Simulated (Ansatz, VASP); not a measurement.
## Cross-check of Ge (Germanium) between VASP and Ansatz

Wanted: the spread between two codes on one cell, functional and k mesh. The cell is taken from a series of runs on this material, whose earlier steps may have relaxed, scaled, displaced or heated it; both programs get it as it stands.

Main program and level: Ansatz 0.2.0; plane waves, with VASP 6.6.1 beside it; G0W0 gap at r2SCAN.

## (1) Set-up

The structure is tetragonal, space group I4_1/amd (No. 141). The conventional cell has a = 4.001 Å, b = 4.001 Å, c = 5.545 Å, α = 90.00°, β = 90.00°, γ = 90.00°. Nearest to Ge lie 4 Ge at 2.43 Å.

## (2) Ansatz: G0W0 gap, r2SCAN

Ansatz runs on its PAW soft_1 files.

Quasiparticle shifts depend on high empty states and on the cores, so they are the hardest test of two PAW sets.

input.yaml

```yaml
crystal:
  lattice:
    - [0.0, 2.82891, 2.7723318]
    - [2.82891, 0.0, 2.7723318]
    - [2.82891, 2.82891, 0.0]
  atoms:
    - { symbol: Ge, position: [0.0, 0.0, 0.0] }
    - { symbol: Ge, position: [0.25, 0.25, 0.25] }
kpoints:
  mp_grid: { grid: [6, 6, 6] }
hamiltonian:
  xc: r2scan
  pseudopotentials: { kind: paw, azcp: { folder: soft_1 } }
scf:
  occupations: { method: fixed }
gw:
  n_empty_bands: 170
  ecut_chi: 140
  qp_bands: [v2, c2]
  qp_kpoints: band_edges
  screening: { model: contour_deformation }
```

Command:

```bash
> ansatz run input.yaml --threads 3 --pin off --max-ram 92160MiB --backend cuda --events-out ev --progress --plain --runs-dir out --devices 1 --max-vram 13GiB
```

Numbers of over 12 decimals in the logs are rounded to 6 here.

Output:

```text
GPUs: using 1 of 1 available (devices: 1).
Engine: ansatz 0.2.0, x86_64-unknown-linux-gnu
Pseudopotentials: kind: paw
Pseudopotential: Ge, paw, valence charge 14, recommended cutoff 500 eV (meta_gga), soft_1/Ge.paw.azcp
Functional definition: r2SCAN
  parameter k0 = 0.174
  parameter k1 = 0.065
  parameter a1 = 4.9479
  exchange = r2scan_x(k0 = k0, k1 = k1, a1 = a1)
  correlation = r2scan_c
device memory: the entry about to start is reckoned to put 0.8 GiB on a device that reports 51.5 GiB free (of which the cap on the GPU budget leaves the run 13.0 GiB)
GPU FFT provider: cuFFT
GPU libraries: cuBLAS 13.8.2, cuFFT 12.4.0, cuSOLVER 12.3.4
Crystal: 2 atoms, lattice volume = 44.372 Å³
Basis set: ecut = 500 eV, 1115 PW (Γ), exchange–correlation on 120×120×120 points (64 copies of the dense FFT grid, shifted against one another)
Bands: 18, of which v1, the nominal top of the filled ones, is band 14 counted from 1 (13 counted from 0)
Symmetry: 16 space group operations
Space group: I41/amd (ITA 141), of the structure as read, at distance tolerance 3.5e-5 Å
k-points: 30 of 216
Non-local potential: Ge, projectors of the file, l = 0: 2, l = 1: 2, l = 2: 3, l = 3: 1
PAW form: soft (Blöchl's): semilocal exchange-correlation on the pseudo side does not see the compensation charge
PAW frozen core: Ge, regenerated for the run's functional (the file was generated under x = pbe(κ = 0.804, μ = 0.219515), c = pbe(β = 0.066725))
PAW one-centre angular grid: Ge, 590 points (default); XC on 160 Gauss nodes
Initial density: superposition of atomic densities (chi_scale 0.1, normalization cell)
Initial wavefunctions: pseudopotential atomic-orbital guess
GPU buffer pool allocated for 27000 grid points (all kernels)
GPU transforms: local potential and band sums: pruned to the plane-wave sphere, on 30×30×30
Functional: x = r2scan, c = r2scan; τ floored in thin density (d = 2e-4 eV/Å³)
iter 1 solved again at ethr=1.83e-3 eV; its pass at ethr=3.10e-3 eV (dr2=5.13e-1 eV) is discarded
SCF iter   1: F=—  HF=-8605.704148 eV  |F-HF|=—  |Δ(HF+E_count)|=         —  Δρ=3.92e-2  dr2=5.14e-1  dr2_τ=5.25e-3  ethr=1.83e-3  ⟨swp⟩=1.0  Hψ=3057  notcnv=0  defer=16
preconditioner: auto → none  [insulator: Δε(μ)=0.237 eV  Ē_g=24.438 eV  n_scr=14 (ndim 8)  ℏωp=29.5 eV  f_vac=0.000  ε∞_Penn≈2.5]
SCF iter   2: F=—  HF=-8605.749794 eV  |F-HF|=—  |Δ(HF+E_count)|=   4.56e-2  Δρ=1.99e-2  dr2=1.08e-1  dr2_τ=7.17e-4  ethr=1.83e-3  ⟨swp⟩=2.0  Hψ=605  notcnv=0  defer=55
SCF iter   3: F=—  HF=-8605.782678 eV  |F-HF|=—  |Δ(HF+E_count)|=   3.29e-2  Δρ=3.09e-3  dr2=1.71e-3  dr2_τ=3.52e-5  ethr=3.87e-4  ⟨swp⟩=3.1  Hψ=1024  notcnv=0  defer=58
SCF iter   4: F=—  HF=-8605.781015 eV  |F-HF|=—  |Δ(HF+E_count)|=   1.66e-3  Δρ=6.68e-4  dr2=7.53e-5  dr2_τ=1.00e-6  ethr=6.10e-6  ⟨swp⟩=2.3  Hψ=1028  notcnv=0  defer=60
SCF iter   5: F=—  HF=-8605.781045 eV  |F-HF|=—  |Δ(HF+E_count)|=   3.05e-5  Δρ=1.31e-4  dr2=2.98e-6  dr2_τ=4.66e-8  ethr=2.69e-7  ⟨swp⟩=2.0  Hψ=960  notcnv=0  defer=59
SCF iter   6: F=-8605.781046 eV  HF=-8605.781046 eV  |F-HF|=4.94e-9  |Δ(HF+E_count)|=   1.04e-6  Δρ=4.15e-6  dr2=2.06e-9  dr2_τ=9.82e-11  ethr=3.57e-10  ⟨swp⟩=3.9  Hψ=2261  notcnv=0
SCF 1 converged in 6 iterations: F = -8605.781046 eV  dr2 = 2.06e-9
  greatest PAW one-centre occupation: 0.998 electrons in one spin orbital (limit 2), on the Ge atom at site 0 (counted from 0), in its partial waves of l = 2
device memory: the entry about to start is reckoned to put 0.9 GiB on a device that reports 51.5 GiB free (of which the cap on the GPU budget leaves the run 13.0 GiB)
NSCF: frozen V_eff on 30 k-points, pencils in batches of 32, up to order 72
the band table was solved once the SCF had ended and its energy, with any forces and stress, was formed, with the checks that follow a solve (2738 applications of the Hamiltonian). They found nothing against the state; the energy, forces and stress were not computed again (output.eigenvalues in the input reference)
device memory: the entry about to start is reckoned to put 2.4 GiB on a device that reports 51.7 GiB free (of which the cap on the GPU budget leaves the run 13.0 GiB)
NSCF: frozen V_eff on 30 k-points
G₀W₀ screening: q 1/30
[... further progress lines ...]
device memory: the entry about to start is reckoned to put 0.4 GiB on a device that reports 57.7 GiB free (of which the cap on the GPU budget leaves the run 13.0 GiB)
NSCF: frozen V_eff on 1 k-points
device memory: the entry about to start is reckoned to put 0.4 GiB on a device that reports 57.7 GiB free (of which the cap on the GPU budget leaves the run 13.0 GiB)
NSCF: frozen V_eff on 1 k-points
device memory: the entry about to start is reckoned to put 0.4 GiB on a device that reports 57.7 GiB free (of which the cap on the GPU budget leaves the run 13.0 GiB)
NSCF: frozen V_eff on 1 k-points
SCF converged after 6 iterations
Free energy (F): -8605.781046 eV
Harris-Foulkes:  -8605.781046 eV  (|F-HF|=4.94e-9)
Internal energy: -8605.781046 eV  (E = F + TS)
E sigma→0 (E₀):  -8605.781046 eV
Fermi energy:    8.734461 eV
--- Per-component energies (eV) ---
  E_band       = -312.068963
  E_kinetic    = 185.749124
  E_local      = -4473.517912  (includes V_loc(G=0)·N_el)
  E_nonlocal   = 437.294951
  E_hartree    = 2137.639457
  E_xc         = -132.079764
  E_vxc        = -137.105814  (∫ρ·V_xc dr)
  E_paw        = -4053.235030  (= ΣΔE_a)
  E_vpaw       = -606.919501  (= ΣTr[D̂ρ^β])
  E_aug_tail   = -0.000009  (compensation charges beyond the density's cutoff)
  E_vtau       = 7.150676  (kinetic-family band-sum trace: ∫τ·v_τ [+ j·A + Jᵃ·Aᵃ] dr)
  E_ewald      = -2705.460343
  E_core_change = -2.171521  (= ΣΔE_core)
  E_smearing   = -0.000000  (= −TS)
  E_closure    = -0.000000  (closes the sum)
  Σ components = -8605.781046   (vs F -8605.781046, Δ=0.00e0)
--- Band table (eV; the first three rows and the last of 30) ---
  k-point 0: bands = [... 10 lower, -4.8306, 8.5703, 8.5703, 8.7345, 9.2629, 11.2864, 11.3971, 11.3971]
  k-point 1: bands = [... 10 lower, -4.4706, 5.4338, 7.9973, 8.1281, 9.9585, 12.0795, 12.1245, 13.2628]
  k-point 2: bands = [... 10 lower, -3.4705, 2.2918, 7.2814, 7.4530, 9.3832, 12.6309, 12.7200, 16.2900]
  k-point 29: bands = [... 10 lower, -0.5921, -0.5921, 5.2292, 5.2292, 9.4654, 9.4654, 18.9372, 18.9372]
--- G₀W₀: contour deformation, 8 samples at zero and on the imaginary axis and 2 off it, 216 q-points, 170 empty bands' worth ---
  eigenvalues of the whole cell's RPA ε∞ on this k-mesh (on a slab, of 1 + 4πα/V) = 40.0720, 40.0720, 62.1587; static W/v taken at q = 0 is 0.021557
  bands read: the sum over 184 bands ends inside a degenerate multiplet in 1 slot, whose members it reads at an even weight; the widest, k=13: bands 184 to 185 (counted from 1) at 1/2 each
  gw.qp_kpoints: band_edges: 13 of 30 stored k-points solved, in 1 pass; an edge of the gap read off the rows below is read off those points alone
    valence top: of the k-points left out ik 8 came nearest to being solved in a further pass, in band 14 (counted from 1, as in the quasiparticle table): it holds the edge there only if its correction is more favourable than any solved in that band by at least 0.802 eV; those differ by 0.018 eV
    conduction bottom: of the k-points left out ik 27 came nearest to being solved in a further pass, in band 15 (counted from 1, as in the quasiparticle table): it holds the edge there only if its correction is more favourable than any solved in that band by at least 0.467 eV; those differ by 0.317 eV
    ik  band        ε_KS         Σx   Σc(E_QP)       V_xc       Z   E_QP_lin       E_QP  E_QP is
     0    13      8.5703   -15.6957     0.6248   -14.7768  0.7731     8.2729     8.2762  root
     0    14      8.7345   -15.6215     0.5855   -14.7388  0.7732     8.4339     8.4373  root
     0    15      9.2629   -12.8135    -3.9659   -16.9813  0.7740     9.4661     9.4648  root
     0    16     11.2864    -8.5148    -4.0845   -12.6834  0.7626    11.3708    11.3705  root
     1    13      7.9973   -15.3909     0.7496   -14.3560  0.7695     7.7089     7.7120  root
     1    14      8.1281   -15.3372     0.7117   -14.3409  0.7697     7.8405     7.8436  root
     1    15      9.9585   -10.3330    -3.8895   -14.3174  0.7727    10.0537    10.0534  root
     1    16     12.0795    -8.6655    -4.2906   -13.0136  0.7561    12.1370    12.1369  root
     2    13      7.2814   -15.4074     1.0498   -14.0652  0.7638     6.9856     6.9891  root
     2    14      7.4530   -15.3759     1.0058   -14.0789  0.7644     7.1584     7.1619  root
     2    15      9.3832   -10.1073    -3.7447   -13.9040  0.7765     9.4352     9.4351  root
     2    16     12.6309    -7.9205    -4.4689   -12.3929  0.7535    12.6343    12.6343  root
     3    13      7.0151   -15.4528     1.1696   -13.9873  0.7615     6.7156     6.7193  root
     3    14      7.2053   -15.4324     1.1232   -14.0145  0.7622     6.9069     6.9106  root
     3    15      9.1501   -10.1716    -3.6882   -13.9018  0.7775     9.1921     9.1921  root
     3    16     12.5737    -7.5887    -4.4343   -12.0031  0.7561    12.5538    12.5538  root
     4    13      7.2304   -15.0747     0.9877   -13.8021  0.7632     6.9422     6.9454  root
     4    14      7.3173   -15.0071     0.9663   -13.7531  0.7634     7.0263     7.0296  root
     4    15     10.4606    -8.0190    -3.8486   -11.8418  0.7735    10.4349    10.4348  root
     4    16     11.8360   -10.6855    -4.3478   -15.1109  0.7591    11.9138    11.9136  root
     6    13      5.3177   -15.0571     1.6402   -13.1283  0.7419     5.0257     5.0292  root
     6    14      6.5599   -15.2438     1.3351   -13.6105  0.7558     6.2578     6.2617  root
     6    15     10.5888    -8.9540    -3.9591   -12.9030  0.7722    10.5788    10.5788  root
     6    16     12.7318    -8.0974    -4.5623   -12.6237  0.7534    12.6958    12.6958  root
[...]
25    13      5.7424   -15.1548     1.6362   -13.2192  0.7462     5.4390     5.4431  root
    25    14      5.7424   -15.1548     1.6362   -13.2192  0.7462     5.4390     5.4431  root
    25    15      9.3354    -7.8204    -3.5976   -11.3329  0.7801     9.2504     9.2501  root
    25    16     10.8438    -7.4149    -4.1024   -11.4274  0.7723    10.7543    10.7539  root
    29    13      5.2292   -15.1984     1.8614   -13.0398  0.7380     4.9279     4.9321  root
    29    14      5.2292   -15.1984     1.8614   -13.0398  0.7380     4.9279     4.9321  root
    29    15      9.4654    -7.4978    -3.7084   -11.0968  0.7807     9.3565     9.3561  root
    29    16      9.4654    -7.4978    -3.7084   -11.0968  0.7807     9.3565     9.3561  root
```

The column dr2 measures how far the density is from self-consistency, as an energy; F and HF (Harris–Foulkes) agree once it is small.

(Continued in part 2 of 2.)

[Lines on the potential files, build, host, timing and source positions are cut from VASP's logs without a mark.]

[Logs are printed without paths, hosts, clocks, repeated set-up lines and the standing remarks that a program may print on its own settings, such as how far it seeks lower states.]

[Hosts, paths, dates, database ids (printed as entryN), source tags and the programs' standing remarks are cut or masked in the printed files.]
